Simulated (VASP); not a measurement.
Computed with revPBE GGA, VASP's PBE PAW potentials (set 64) (plane waves; VASP).

Input for VASP

File POSCAR:
```
CsI
1
    4.7275452228     0.0000000000     0.0000000000
    0.0000000000     4.7275452228     0.0000000000
    0.0000000000     0.0000000000     4.7275452228
Cs I
1 1
Direct
  0.0000000000   0.0000000000   0.0000000000
  0.5000000000   0.5000000000   0.5000000000
```

**INCAR**
```
ALGO=Normal
EDIFF=1E-7
ENCUT=520
GGA=RE
ISIF=2
ISMEAR=0
LASPH=.TRUE.
LCHARG=.FALSE.
LMAXMIX=4
LREAL=.FALSE.
LWAVE=.FALSE.
NELM=100
PREC=Accurate
SIGMA=0.05
SYSTEM=CsI
```

File KPOINTS:
```
Automatic mesh
0
Gamma
6 6 6
0 0 0
```

POTCAR, in this order: Cs_sv I (PBE.64 set). Program: vasp_std.

### Question
What will the output report for the number of irreducible k-points (NKPTS), largest plane-wave count, number of space-group operations, FFT grid (NGX, NGY, NGZ)?

### Answer

number of irreducible k-points (NKPTS): 20
largest plane-wave count: 2897
number of space-group operations: 48
FFT grid (NGX, NGY, NGZ): 36 × 36 × 36

The compound is CsI in the CsCl type structure. This cell is one point of a volume scan, at 0.94 of the reference volume.
